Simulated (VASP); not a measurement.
Cu3Sn (space group Fm-3m): the formation energy from VASP (plane waves, PAW) at several levels of theory. The references are the elements' solids at the same level; no temperature or zero-point terms are added.

| level | formation energy (eV/atom) |
|---|---|
| LDA | 0.056 |
| r2SCAN | 0.051 |

The cell of the LDA run:

```cif
data_Cu3Sn
_chemical_formula_sum 'Cu3 Sn1'
_space_group_name_H-M_alt 'P 1'
_space_group_IT_number 1
_cell_length_a 4.23143
_cell_length_b 4.23143
_cell_length_c 4.23143
_cell_angle_alpha 60.000
_cell_angle_beta 60.000
_cell_angle_gamma 60.000
loop_
_space_group_symop_operation_xyz
  'x, y, z'
loop_
_atom_site_label
_atom_site_type_symbol
_atom_site_fract_x
_atom_site_fract_y
_atom_site_fract_z
_atom_site_occupancy
Cu1 Cu 0.50000 0.50000 0.50000 1
Cu2 Cu 0.75000 0.75000 0.75000 1
Cu3 Cu 0.25000 0.25000 0.25000 1
Sn1 Sn 0.00000 0.00000 0.00000 1
```

Only levels that ran to the end are used. Left out are those held back, those with too coarse a band path, GW runs whose mesh misses a band edge, hybrids' fits of cells that aren't cubic and levels without matching references; a question may draw on a part of the rest.
